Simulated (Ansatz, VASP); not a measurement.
**SrInSn in two plane-wave programs**

Wanted: the spread between two codes on one cell, functional and k mesh. The cell is generated by rule, not measured, and may not be a known phase. The two relaxations start from unlike cells of this crystal (the structure described is Ansatz's start), so only their ends are compared.

Main program and level: Ansatz 0.2.0; plane waves, with VASP 6.6.1 beside it; relaxation of cell and atoms at PBE with D3(BJ).

The structure was built from a prototype and need not be the compound's stable phase.

**1. The structure**

Symmetry: P-6m2, No. 187, hexagonal system. Conventional cell: a = 4.498 Å, b = 4.498 Å, c = 5.003 Å, α = 90.00°, β = 90.00°, γ = 120.00°. Nearest to Sr lie 6 In at 3.61 Å and 6 Sn at 3.61 Å. In has 3 Sn at 2.60 Å and 6 Sr at 3.61 Å nearest. Sn has 3 In at 2.60 Å and 6 Sr at 3.61 Å nearest. Farther neighbours are not listed.

As a file:

```xyz
3
Lattice="4.4983 0.0000 0.0000 -2.2491 3.8956 0.0000 0.0000 0.0000 5.0034" Properties=species:S:1:pos:R:3 pbc="T T T"
Sr    0.0000    0.0000    0.0000
In    2.2491    1.2985    2.5017
Sn    0.0000    2.5971    2.5017
```

**2. VASP: relaxation of cell and atoms, PBE with D3(BJ)**

The relaxed volume is the usual yardstick between codes: in a stiff, nearly cubic crystal its relative difference is about their pressure difference at one cell divided by the bulk modulus.

Lines of VASP's logs that name or quote its potential files are left out, and so is its time.

Input file INCAR:

```
SYSTEM = SrInSn
PREC = Accurate
ENCUT = 500
EDIFF = 1E-07
NELM = 120
ISMEAR = 0
SIGMA = 0.1
LREAL = .FALSE.
ALGO = Normal
GGA = PE
IVDW = 12
NBANDS = 24
LORBIT = 11
LWAVE = .FALSE.
LCHARG = .FALSE.
ISIF = 3
IBRION = 2
NSW = 80
EDIFFG = -0.005
LASPH = .TRUE.
GGA_COMPAT = .FALSE.
NELMIN = 4
KPAR = 2
```

Input file POSCAR:

```
SrInSn
1.0
    4.8279022214     -0.0000000420      0.0000000000
   -2.4139516837      4.1810868463      0.0000000000
    0.0000000000      0.0000000000      4.6520623088
Sr In Sn
1 1 1
Direct
    0.0000000000      0.0000000000      0.0000000000
    0.6666667721      0.3333332478      0.5000000000
    0.3333333219      0.6666664955      0.5000000000
```

Input file KPOINTS:

```
Automatic mesh
0
Gamma
9 9 8
0 0 0
```

The projector-augmented-wave data sets are Sr_sv, In_d and Sn_d (PBE family, release 64).

The run is started by

```console
$ mpirun -np 2 vasp_std
```

Numbers of over 12 decimals in the logs are rounded to 6 here.

The log of the run:

```text
[banner, memory and clock lines left out]
running    2 mpi-ranks, on    1 nodes
 distrk:  each k-point on    1 cores,    2 groups
 distr:  one band on    1 cores,    1 groups

 POSCAR found type information on POSCAR SrInSn
 POSCAR found :  3 types and       3 ions
 LDA part: xc-table for (Slater+PW92), standard interpolation
 POSCAR, INCAR and KPOINTS ok, starting setup
 FFT: planning ... GRIDC
 FFT: planning ... GRID_SOFT
 FFT: planning ... GRID
 WAVECAR not read
 entering main loop
       N       E                     dE             d eps       ncg     rms          rms(c)
DAV:   1     0.340494494384E+03    0.34049E+03   -0.17949E+04  2896   0.190E+03
DAV:   2     0.256865874706E+02   -0.31481E+03   -0.30894E+03  2960   0.473E+02
DAV:   3    -0.802698586335E+01   -0.33714E+02   -0.33520E+02  3624   0.158E+02
DAV:   4    -0.930766692547E+01   -0.12807E+01   -0.12792E+01  4416   0.317E+01
DAV:   5    -0.936063871448E+01   -0.52972E-01   -0.52965E-01  4344   0.475E+00    0.146E+01
DAV:   6    -0.926916774869E+01    0.91471E-01   -0.21101E-01  3744   0.580E+00    0.813E+00
DAV:   7    -0.925153526236E+01    0.17632E-01   -0.12778E-01  4016   0.401E+00    0.891E-01
DAV:   8    -0.925107984670E+01    0.45542E-03   -0.19247E-02  4616   0.129E+00    0.343E-01
DAV:   9    -0.925131501233E+01   -0.23517E-03   -0.10556E-03  4096   0.316E-01    0.984E-02
DAV:  10    -0.925135224419E+01   -0.37232E-04   -0.90386E-05  4792   0.782E-02    0.161E-02
DAV:  11    -0.925135421026E+01   -0.19661E-05   -0.54756E-06  4296   0.200E-02    0.743E-03
DAV:  12    -0.925135447177E+01   -0.26151E-06   -0.12149E-06  4576   0.791E-03    0.210E-03
DAV:  13    -0.925135475673E+01   -0.28496E-06   -0.24194E-07  3184   0.308E-03    0.145E-03
DAV:  14    -0.925135465912E+01    0.97602E-07   -0.16730E-08  2664   0.975E-04
   1 F= -.10203842E+02 E0= -.10199570E+02  d E =-.102038E+02
 curvature:   0.00 expect dE= 0.000E+00 dE for cont linesearch  0.000E+00
 trial: gam= 0.00000 g(F)=  0.162E-42 g(S)=  0.570E-05 ort = 0.000E+00 (trialstep = 0.100E+01)
 search vector abs. value=  0.570E-05
 bond charge predicted
       N       E                     dE             d eps       ncg     rms          rms(c)
DAV:   1    -0.925096828983E+01    0.38647E-03   -0.22528E-03  3696   0.637E-01    0.568E-02
DAV:   2    -0.925088992750E+01    0.78362E-04   -0.19268E-04  3952   0.188E-01    0.236E-02
DAV:   3    -0.925087371561E+01    0.16212E-04   -0.44897E-05  4320   0.847E-02    0.881E-03
DAV:   4    -0.925087458628E+01   -0.87067E-06   -0.40235E-06  4488   0.115E-02    0.869E-03
DAV:   5    -0.925087592289E+01   -0.13366E-05   -0.77818E-07  5088   0.472E-03    0.289E-03
DAV:   6    -0.925087650338E+01   -0.58048E-06   -0.10009E-07  2480   0.337E-03    0.135E-03
DAV:   7    -0.925087660611E+01   -0.10273E-06   -0.19988E-08  2208   0.964E-04    0.384E-04
DAV:   8    -0.925087662981E+01   -0.23692E-07   -0.67316E-09  1920   0.818E-04
   2 F= -.10203846E+02 E0= -.10199581E+02  d E =-.401908E-05
 trial-energy change:   -0.000004  1 .order   -0.000003   -0.000006   -0.000001
 step:   1.1117(harm=  1.2166)  dis= 0.00000  next Energy=   -10.203846 (dE=-0.408E-05)
 reached required accuracy - stopping structural energy minimisation
```

From OUTCAR (step 2):

```text
ion  position               nearest neighbor table
   1  0.000  0.000  0.000-   2 3.63   2 3.63   3 3.63   3 3.63   3 3.63   3 3.63   2 3.63   2 3.63
                             2 3.63   2 3.63   3 3.63   3 3.63
   2  0.667  0.333  0.500-   3 2.79   3 2.79   3 2.79   1 3.63   1 3.63   1 3.63   1 3.63   1 3.63
                             1 3.63
   3  0.333  0.667  0.500-   2 2.79   2 2.79   2 2.79   1 3.63   1 3.63   1 3.63   1 3.63   1 3.63
                             1 3.63

  LATTYP: Found a hexagonal cell.
 ALAT       =     4.8279022214
 C/A-ratio  =     0.9635784023

 Subroutine GETGRP returns: Found 12 space group operations
 (whereof 12 operations were pure point group operations)

The static configuration has the point symmetry D_3h.

 Found     60 irreducible k-points:

   k-points           NKPTS =     60   k-points in BZ     NKDIM =     60   number of bands    NBANDS=     24

   dimension x,y,z NGX =    36 NGY =   36 NGZ =   36
   dimension x,y,z NGXF=    72 NGYF=   72 NGZF=   72

   ENCUT  =  500.0 eV  36.75 Ry    6.06 a.u.   8.80  8.80  8.48*2*pi/ulx,y,z

   NELECT =      37.0000    total number of electrons

 k-points in reciprocal lattice and weights: Automatic mesh
   0.00000000  0.00000000  0.00000000       0.002
   0.11111111 -0.00000000  0.00000000       0.009
   0.22222222 -0.00000000  0.00000000       0.009
   0.33333333  0.00000000  0.00000000       0.009
   0.44444444 -0.00000000  0.00000000       0.009
   0.11111111  0.11111111  0.00000000       0.009
   0.22222222  0.11111111  0.00000000       0.019
   0.33333333  0.11111111  0.00000000       0.019
   0.44444444  0.11111111  0.00000000       0.009
[...]
0.33333333  0.22222222  0.50000000       0.019
   0.33333333  0.33333333  0.50000000       0.003

 Edisp (eV)   -0.95249

 average (electrostatic) potential at core
       1 -36.4675       2 -96.1456       3-101.5531

 E-fermi :   5.5213

 k-point     1 :       0.0000    0.0000    0.0000
  band No.  band energies     occupation
    ...
     15      -3.9436      2.00000
     16       4.1814      2.00000
     17       4.1814      2.00000
     18       4.2882      2.00000
     19       4.5746      2.00000
     20       6.0824      0.00000
     21       7.8161      0.00000
     22       7.8161      0.00000
     23       8.5025      0.00000
     24       9.0458      0.00000

 k-point     2 :       0.1111   -0.0000    0.0000
  band No.  band energies     occupation
    ...
     15      -3.8356      2.00000
     16       2.8079      2.00000
     17       4.0516      2.00000
     18       4.5941      2.00000
     19       5.5349      0.84742
     20       6.1298      0.00000
     21       7.3527      0.00000
     22       7.9693      0.00000
     23       8.9977      0.00000
     24       9.1107      0.00000

 k-point     3 :       0.2222   -0.0000    0.0000
  band No.  band energies     occupation
    ...
     15      -3.5190      2.00000
     16       1.4619      2.00000
     17       3.7632      2.00000
     18       4.6644      2.00000
     19       5.4427      1.73381
     20       6.7584      0.00000
     21       8.0005      0.00000
     22       8.3534      0.00000
     23       8.8282      0.00000
     24       8.8844      0.00000

 Edisp (eV)   -0.95297

  Total       0.00268     0.00268    -0.00656    -0.00000     0.00000     0.00000
  in kB       0.04577     0.04577    -0.11201    -0.00000     0.00000     0.00000
  external pressure =       -0.01 kB  Pullay stress =        0.00 kB

  energy-cutoff  :      500.00
  volume of cell :       93.86
      direct lattice vectors                 reciprocal lattice vectors
     4.827328259 -0.000000042 -0.000000000     0.207153927  0.119600379  0.000000000
    -2.413664703  4.180589780  0.000000000     0.000000002  0.239200701 -0.000000000
    -0.000000000  0.000000000  4.650890389     0.000000000 -0.000000000  0.215012592

 POSITION                                       TOTAL-FORCE (eV/Angst)
 -----------------------------------------------------------------------------------
      0.00000      0.00000      0.00000         0.000000     -0.000000      0.000000
      2.41366      1.39353      2.32545        -0.000000     -0.000000      0.000000
     -0.00000      2.78706      2.32545         0.000000      0.000000      0.000000
 -----------------------------------------------------------------------------------
    total drift:                               -0.000405      0.000449     -0.000000

  FREE ENERGIE OF THE ION-ELECTRON SYSTEM (eV)
  ---------------------------------------------------
  free  energy   TOTEN  =       -10.2038455863 eV

  energy  without entropy=      -10.1953169779  energy(sigma->0) =      -10.19958128

 reached required accuracy - stopping structural energy minimisation

 total charge
# of ion       s       p       d       tot
------------------------------------------
    1        2.009   5.759   0.212   7.980
    2        0.892   0.764   9.841  11.497
    3        1.153   1.257   9.956  12.366
--------------------------------------------------
tot          4.054   7.780  20.008  31.843

[... 3 further parts left out ...]
```

**3. Ansatz: relaxation of cell and atoms, PBE with D3(BJ)**

Ansatz runs on its default PAW (the set named soft_2) files.

Its own start cell and the same functional, mesh and smearing now go to Ansatz, which takes its cutoff from its data sets.

Input file input.yaml:

```yaml
crystal:
  lattice:
    - [4.49826, 0.0, 0.0]
    - [-2.24913, 3.89561, 0.0]
    - [0.0, 0.0, 5.00342]
  atoms:
    - { symbol: Sr, position: [0.0, 0.0, 0.0] }
    - { symbol: In, position: [0.66666667, 0.33333333, 0.5] }
    - { symbol: Sn, position: [0.33333333, 0.66666667, 0.5] }
kpoints:
  mp_grid: { grid: [9, 9, 8] }
hamiltonian:
  xc: pbe
  dispersion: d3bj
scf:
  occupations: { method: gaussian, width: 0.1 }
output:
  forces: true
  stress: true
  eigenvalues: true
  write_density: true
  write_potential: true
  elf: true
  volumetric_format: npy
relax:
  adjacent_minimum: "off"
  f_tol: 0.005
  max_steps: 80
  cell: { stress_tol: 0.05 }
```

The run is started by

```console
$ ansatz run input.yaml --threads 8 --pin off --max-ram 14336MiB --backend cpu --events-out ev --progress --plain --runs-dir out
```

The log of the run:

```text
Engine: ansatz 0.2.0, aarch64-unknown-linux-gnu
Pseudopotentials: kind: paw
Pseudopotential: Sr, paw, valence charge 10, recommended cutoff 420 eV (normal), Sr.paw.azcp
Pseudopotential: In, paw, valence charge 13, recommended cutoff 420 eV (normal), In.paw.azcp
Pseudopotential: Sn, paw, valence charge 14, recommended cutoff 420 eV (normal), Sn.paw.azcp
Functional definition: PBE
  parameter kappa = 0.804
  parameter beta = 0.066725
  exchange = pbe_x(kappa = kappa, mu = beta*pi^2/3)
  correlation = pbe_c(beta = beta)
Crystal: 3 atoms, lattice volume = 87.677 Å³
Basis set: ecut = 420 eV, 1703 PW (Γ), exchange–correlation on 64×64×72 points (8 copies of the dense FFT grid, shifted against one another)
Bands: 23, of which v1, the nominal top of the filled ones, is band 19 counted from 1 (18 counted from 0)
Symmetry: 12 space group operations
Space group: P-6m2 (ITA 187), of the structure as read, at distance tolerance 4.4e-5 Å
k-points: 60 of 648 (time reversal used)
Non-local potential: Sr, projectors of the file, l = 0: 3, l = 1: 2, l = 2: 2
Non-local potential: In, projectors of the file, l = 0: 2, l = 1: 2, l = 2: 2, l = 3: 2
Non-local potential: Sn, projectors of the file, l = 0: 2, l = 1: 2, l = 2: 2, l = 3: 2
PAW form: soft (Blöchl's): semilocal exchange-correlation on the pseudo side does not see the compensation charge
PAW one-centre angular grid: Sr, 110 points (default); XC on 64 Gauss nodes
PAW one-centre angular grid: In, 590 points (default); XC on 64 Gauss nodes
PAW one-centre angular grid: Sn, 590 points (default); XC on 64 Gauss nodes
Initial density: superposition of atomic densities (neutral atoms: chi_scale 0, normalization atom), corrected by the library's trained network
Initial wavefunctions: pseudopotential atomic-orbital guess
Functional: x = pbe(κ = 0.804, μ = 0.219515), c = pbe(β = 0.066725)
SCF iter   1: F=—  HF=-15168.010277 eV  |F-HF|=—  |Δ(HF+E_count)|=         —  Δρ=2.17e-3  dr2=1.24e-2  ethr=1.77e-3  ⟨swp⟩=8.0  Hψ=8039  notcnv=0
preconditioner: auto → Kerker (q_TF=auto, 2.363 Å⁻¹)  [metal: Δε(μ)=0.088 eV  Ē_g=17.174 eV  σ=0.100 eV  W_gap=0.41  n_scr=20 (ndim 8)  ℏωp=23.5 eV  f_vac=0.000  D(μ)=1.33/eV (n_scr^D=8)]
SCF iter   2: F=—  HF=-15168.008713 eV  |F-HF|=—  |Δ(HF+E_count)|=   1.56e-3  Δρ=1.61e-3  dr2=8.68e-3  ethr=3.36e-5  ⟨swp⟩=2.4  Hψ=2663  notcnv=0
SCF iter   3: F=—  HF=-15168.006630 eV  |F-HF|=—  |Δ(HF+E_count)|=   2.08e-3  Δρ=8.15e-4  dr2=1.02e-3  ethr=2.35e-5  ⟨swp⟩=2.1  Hψ=2045  notcnv=0  defer=1
SCF iter   4: F=—  HF=-15168.006177 eV  |F-HF|=—  |Δ(HF+E_count)|=   4.52e-4  Δρ=4.75e-4  dr2=2.27e-4  ethr=2.76e-6  ⟨swp⟩=2.4  Hψ=2195  notcnv=0  defer=1
SCF iter   5: F=—  HF=-15168.006105 eV  |F-HF|=—  |Δ(HF+E_count)|=   7.21e-5  Δρ=1.57e-4  dr2=4.99e-5  ethr=6.13e-7  ⟨swp⟩=2.0  Hψ=2419  notcnv=0  defer=1
SCF iter   6: F=—  HF=-15168.006088 eV  |F-HF|=—  |Δ(HF+E_count)|=   1.69e-5  Δρ=3.47e-5  dr2=2.15e-6  ethr=1.35e-7  ⟨swp⟩=2.1  Hψ=2423  notcnv=0  defer=1
SCF iter   7: F=—  HF=-15168.006088 eV  |F-HF|=—  |Δ(HF+E_count)|=   4.89e-7  Δρ=1.10e-5  dr2=1.70e-7  ethr=5.82e-9  ⟨swp⟩=2.0  Hψ=2420  notcnv=0  defer=1
SCF iter   8: F=-15168.006088 eV  HF=-15168.006088 eV  |F-HF|=4.55e-8  |Δ(HF+E_count)|=   9.41e-9  Δρ=6.97e-6  dr2=5.78e-8  ethr=2.70e-10  ⟨swp⟩=12.6  Hψ=11088  notcnv=0
SCF 1 converged in 8 iterations: F = -15168.006088 eV  dr2 = 5.78e-8
  greatest PAW one-centre occupation: 0.990 electrons in one spin orbital (limit 2), on the Sn atom at site 2 (counted from 0), in its partial waves of l = 2
relax step   1: F+E_penalty+E_count = -15168.00608776 eV  Δ(F+E_penalty+E_count) = +0.000e0 eV  max|allowed force component| = 1.295e-16 eV/Å  Δτ_max = 0.0000 Å  P = +6.667 GPa  Ω = 87.677 Å³  (8 SCF iters, dr2 threshold 1.00e-7 eV, accepted)
[...]
relax step   2: F+E_penalty+E_count = -15168.38017454 eV  Δ(F+E_penalty+E_count) = -3.741e-1 eV  max|allowed force component| = 2.652e-16 eV/Å  Δτ_max = 0.0000 Å  P = +0.970 GPa  Ω = 94.501 Å³  energy of the carried Pulay correction = -1.393e-3 eV  (6 SCF iters, dr2 threshold 3.00e-7 eV, accepted)
[...]
relax step   3: F+E_penalty+E_count = -15168.43472303 eV  Δ(F+E_penalty+E_count) = -5.455e-2 eV  max|allowed force component| = 1.974e-16 eV/Å  Δτ_max = 0.0000 Å  P = +0.085 GPa  Ω = 94.438 Å³  energy of the carried Pulay correction = -1.482e-3 eV  (5 SCF iters, dr2 threshold 3.00e-7 eV, accepted)
[...]
relax step   4: F+E_penalty+E_count = -15168.43983548 eV  Δ(F+E_penalty+E_count) = -5.112e-3 eV  max|allowed force component| = 5.551e-17 eV/Å  Δτ_max = 0.0000 Å  P = +0.027 GPa  Ω = 93.836 Å³  energy of the carried Pulay correction = -1.417e-3 eV  (5 SCF iters, dr2 threshold 3.00e-7 eV, accepted)
[...]
relax step   5: F+E_penalty+E_count = -15168.44085149 eV  Δ(F+E_penalty+E_count) = -1.016e-3 eV  max|allowed force component| = 6.322e-17 eV/Å  Δτ_max = 0.0000 Å  P = +0.011 GPa  Ω = 93.836 Å³  stress off target by 2.42e-2 GPa  SCF on the basis re-selected at this cell (its energy is not comparable with the rows above)  (7 SCF iters)
basis re-selected at this cell: Δ(F+E_penalty+E_count) = -1.016e-3 eV, ΔP = -0.016 GPa vs the last step (what re-selecting the basis moved, of the pressure what is left beyond the Pulay correction that the steps carried, after the strain that the cell walked since its last selection, with what the two solves' SCF thresholds leave and, on support functions, any second-order correction that the steps lacked; it is no measure of the basis error at this ecutwfc). The dense FFT grid was sized anew with the basis: this SCF ran on 36×36×32 points, the steps before it on 32×32×36, so part of this shift can come from that change (see relax.cell in the input reference). [rest of the remark cut]
SCF converged after 7 iterations
Free energy (F): -15168.440851 eV
Harris-Foulkes:  -15168.440851 eV  (|F-HF|=0.00e0)
Internal energy: -15168.432275 eV  (E = F + TS)
E sigma→0 (E₀):  -15168.436563 eV
Entropy (-TS):   -0.008577 eV (-2.859 meV/atom)
Fermi energy:    9.113193 eV
--- Per-component energies (eV) ---
  E_band       = -241.278403
  E_kinetic    = 675.839699
  E_local      = -3008.150439  (includes V_loc(G=0)·N_el)
  E_nonlocal   = 535.452511
  E_hartree    = 1307.164081
  E_xc         = -771.324470
  E_vxc        = -357.865082  (∫ρ·V_xc dr)
  E_paw        = -10986.669581  (= ΣΔE_a)
  E_vpaw       = -700.883312  (= ΣTr[D̂ρ^β])
  E_aug_tail   = 0.000024  (compensation charges beyond the density's cutoff)
  E_ewald      = -2919.790534
  E_disp       = -0.953565  (pairwise vdW)
  E_smearing   = -0.008577  (= −TS)
  E_closure    = -0.000000  (closes the sum)
  Σ components = -15168.440851   (vs F -15168.440851, Δ=0.00e0)
--- Forces (eV/Å), atoms counted from 1 ---
  atom   1  Sr    -0.00000000     0.00000000     0.00000000
  atom   2  In     0.00000000     0.00000000     0.00000000
  atom   3  Sn     0.00000000     0.00000000    -0.00000000
  max |Σ_I F_I| component: 5.09e-17 eV/Å
--- Stress (GPa, compression-positive) ---
        0.024194      -0.000000      -0.000000
       -0.000000       0.024194       0.000000
       -0.000000       0.000000      -0.014404
  P = ⅓ Tr σ = 0.0113 GPa (0.113 kbar)
--- Band table (eV; the first three rows and the last of 60) ---
  k-point 0: bands = [... 15 lower, 7.7725, 7.7725, 7.8797, 8.1634, 9.6783, 11.3948, 11.3948, 12.0941]
  k-point 1: bands = [... 15 lower, 7.3646, 7.8486, 7.8486, 7.9923, 10.3224, 11.0018, 11.0018, 12.5936]
  k-point 2: bands = [... 15 lower, 6.3087, 8.0544, 8.0544, 8.1667, 10.4828, 10.4828, 11.2217, 12.4294]
  k-point 59: bands = [... 15 lower, 2.9706, 5.9149, 7.4437, 8.0215, 11.0589, 12.0835, 12.1616, 13.7009]
--- Relaxed structure (4 steps of the walk, 4 accepted, 1 SCFs on fresh bases) ---
  F+E_penalty+E_count = -15168.44085149 eV   max|allowed force component| = 6.322e-17 eV/Å   (the final SCF, on the basis selected at the relaxed cell)
  cell:  # Å, volume = 93.8363 Å³
    - [4.826871, 0.0, 0.0]
    - [-2.413435, 4.180193, 0.0]
    - [0.0, 0.0, 4.650600]
  atoms:
    - { symbol: Sr, position: [0, 0, 0.0] }
    - { symbol: In, position: [0.666667, 0.333333, 0.500000] }
    - { symbol: Sn, position: [0.333333, 0.666667, 0.500000] }
```

**4. Differences**

Known differences besides the potentials themselves: the cutoff is 420 eV in Ansatz and 500 eV in VASP; Ansatz adds a Pulay correction to the stress that steers its cell, VASP none. Total energies have different zeros and are not compared.

Both answers:

```csv
quantity,Ansatz,VASP,difference
volume (Å³),93.84,93.86,-0.03 %
"edge a after relaxation, in the typed setting (Å)",4.827,4.827,-0.01 %
"edge c after relaxation, in the typed setting (Å)",4.651,4.651,-0.01 %
```

**5. Summary of results**

| Quantity | Value |
| --- | --- |
| difference in volume (relaxation of cell and atoms, PBE with D3(BJ)) | -0.025 % |

**Reading.** The difference in volume is -0.025 % (relaxation of cell and atoms, PBE with D3(BJ)), within the 1.2 % picked in this series as the mark of a large difference, as far as the stopping tolerances let one tell. How closely two codes agree says nothing of how well the functional describes the real material.

[Lines on the potential files, build, host, timing and source positions are cut from VASP's logs without a mark.]

[Logs are printed without paths, hosts, clocks, repeated set-up lines and the standing remarks that a program may print on its own settings, such as how far it seeks lower states.]

[Hosts, paths, dates, database ids (printed as entryN), source tags and the programs' standing remarks are cut or masked in the printed files.]
